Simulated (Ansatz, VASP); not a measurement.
**Two plane-wave programs on Ta2Si2O**

```xyz
5
Lattice="4.2259 0.0000 0.0000 0.0000 4.2259 0.0000 0.0000 0.0000 32.3490" Properties=species:S:1:pos:R:3 pbc="T T T"
Ta    0.0000    2.1129    9.5000
Ta    2.1129    0.0000    9.5000
Si    0.0000    0.0000   11.0592
Si    0.0000    0.0000    7.9408
O     2.1129    2.1129    9.5000
```

Change from the starting cell: species swapped into a sheet of the Ti2Bi2O type.

Alike in both runs: functional PBE; k mesh 10 × 10 × 1; occupations gaussian, width 0.1 eV; no spin polarisation.

Ansatz relaxed the structure, and its values are those at the end. VASP's run is a single point on that final structure, the one shown.

|  | VASP | Ansatz |
| --- | --- | --- |
| version | VASP 6.6.1 | Ansatz 0.2.0 |
| potentials or method | VASP PAW PBE potentials, release 64 (Ta_pv, Si, O) | scalar-relativistic, plane waves, PAW |
| plane-wave cutoff (eV) | 520 | 420 |
| valence electrons in the cell | 36 | 40 |

Ansatz gave:

* gap on the k mesh at the Fermi level (eV): none
* rms of the force components (eV/Å): 0.000

Q: What did VASP give for the same quantities?

A: gap on the k mesh at the Fermi level (eV): none; rms of the force components (eV/Å): 0.006.

A gap of «none» marks a metal or a gap that the smearing closes. The functional is the same, so the differences come from potentials, cutoffs and numerics. The two sets of potentials don't hold the same shells in valence.

Spin-orbit coupling is left out, which matters for the levels of Ta.
